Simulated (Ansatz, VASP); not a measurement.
# HfF in VASP and in Ansatz

The input INCAR:

```
SYSTEM = HfF
ALGO = Normal ; EDIFF = 1E-7
ENCUT = 520 ; GGA = PE
ISIF = 2 ; ISMEAR = 0
LASPH = .TRUE. ; LCHARG = .FALSE.
LREAL = .FALSE. ; LWAVE = .FALSE.
NBANDS = 16 ; NELM = 100
PREC = Accurate ; SIGMA = 0.1
```

The input KPOINTS:

```
k-points
0
G
  6 6 6
  0 0 0
```

POSCAR

```
HfF
1.0
    0.0000000000      2.4837228062      2.4837228062
    2.4837228062      0.0000000000      2.4837228062
    2.4837228062      2.4837228062      0.0000000000
Hf F
1 1
Direct
    0.0000000000      0.0000000000      0.0000000000
    0.5000000000      0.5000000000      0.5000000000
```

Input for Ansatz:

```yaml
crystal:
  lattice:
    - [0.0, 2.4837228062, 2.4837228062]
    - [2.4837228062, 0.0, 2.4837228062]
    - [2.4837228062, 2.4837228062, 0.0]
  atoms:
    - { symbol: Hf, position: [0.0, 0.0, 0.0] }
    - { symbol: F, position: [0.5, 0.5, 0.5] }
basis:
  ecutwfc: 420
kpoints:
  mp_grid: { grid: [6, 6, 6] }
hamiltonian:
  xc: pbe
scf:
  occupations: { method: gaussian, width: 0.1 }
  lower_state_search: "off"
output:
  forces: true
  stress: true
  eigenvalues: true
```

Alike in both runs: task single point; functional PBE; k mesh 6 × 6 × 6; occupations gaussian, width 0.1 eV; no spin polarisation.

```csv
,VASP,Ansatz
version,VASP 6.6.1,Ansatz 0.2.0
potentials or method,"VASP PAW PBE potentials, release 64 (Hf_pv, F)","scalar-relativistic, plane waves, PAW"
plane-wave cutoff (eV),520,420
valence electrons in the cell,17,33
```

VASP gave:

| Quantity | Value |
| --- | --- |
| gap on the k mesh at the Fermi level (eV) | none |
| pressure (GPa) | -4.5 |

Q: Estimate Ansatz's values.

A: gap on the k mesh at the Fermi level (eV): none; pressure (GPa): -3.0.

A gap of «none» marks a metal or a gap that the smearing closes. The two sets of potentials don't hold the same shells in valence.

Caveats: the k mesh is coarse (spacing up to 0.37 Å⁻¹), so the values aren't converged; an odd number of electrons without spin polarisation forces a metal; a magnetic or distorted state may lie lower. The runs have no spin-orbit coupling, so splittings on Hf are missing.
